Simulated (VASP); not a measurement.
## Au: energy against volume

Au (fcc, Fm-3m, 16.991 Å³/atom and stress up to 0.12 GPa in the relaxed cell, cube axes along x, y and z) under an equal strain ε along all three axes. PBEsol in VASP (plane waves, PAW), 480 eV, 18×18×18 Γ-centred mesh, Methfessel-Paxton smearing 0.10 eV.

Here V stands for volume and E for E less E0.

```csv
volume (Å³/atom),E less E0 (meV/atom),pressure (GPa)
15.9914,38.29,12.82
16.2374,21.29,9.20
16.4860,9.48,5.90
16.7370,2.50,2.88
16.9906,0.00,0.12
17.2467,1.70,-2.40
17.5054,7.33,-4.71
17.7667,16.61,-6.81
18.0306,29.28,-8.72
18.5661,?,?
```

The 9 complete rows are fitted with the third-order Birch-Murnaghan form, a cubic in V^(-2/3), E against V. With u = V^(-2/3) - 0.151, the rows have u = 0.006547, 0.004951, 0.003380, 0.001832, 0.000308, -0.001194, -0.002674, -0.004131, -0.005568. Least squares gives E = 0.014 - 336.3·u + 911472·u² + 5004245·u³. Residuals (row less fit): 0.005, -0.009, -0.004, 0.012, 0.003, -0.006, -0.005, 0.005, -0.001; standard error 0.008 (degrees of freedom: 5). Its minimum lies at u = 0.000184, so V0 = (0.151184)^(-3/2) = 17.01. There d²E/du² = 1828000 and d³E/du³ = 3.003e7, so B0 = (4/9) × 17.01^(-7/3) × 1828000 × 0.160218 = 175 GPa (the last factor turns the table's units into GPa), and B0' = 4 + (2/3) × 0.151184 × (3.003e7)/1828000 = 5.7. B0' rests on the cubic coefficient alone and has a standard error of 0.1 from these residuals.

Task: What does the fit predict for E at V = 18.5661, and how far is the calculated value from it?

Result: u = -0.008378, so E = 0.014 - 336.3 × (-0.008378) + 911472 × (-0.008378)² + 5004245 × (-0.008378)³ = 63.866 meV/atom. The calculation gives 63.78 meV/atom, 0.086 meV/atom below the prediction (0.1 % of the range of E in the table). The row lies outside the fitted rows, so this is an extrapolation. From the scatter of the fitted rows alone, a prediction at this place has a standard error of 0.034 meV/atom, so the miss is 2.5 times that.

In a metal these values are sensitive to mesh and smearing; energies are taken to zero smearing, stresses follow the free energy. Spin-orbit coupling is left out, which can shift these values for the heavy elements here. Other structures, which can take over under pressure, weren't tried. The same form fitted to the pressure column gives B0' = 5.7; series where the two differ by over 0.4 aren't shown. Rows are the converged runs of the series near zero and its far end, less any whose ions stayed unrelaxed beside relaxed ones; series whose fitted rows scatter by over a few per cent of the range, as at a crossing or softening among them, aren't shown in this form.
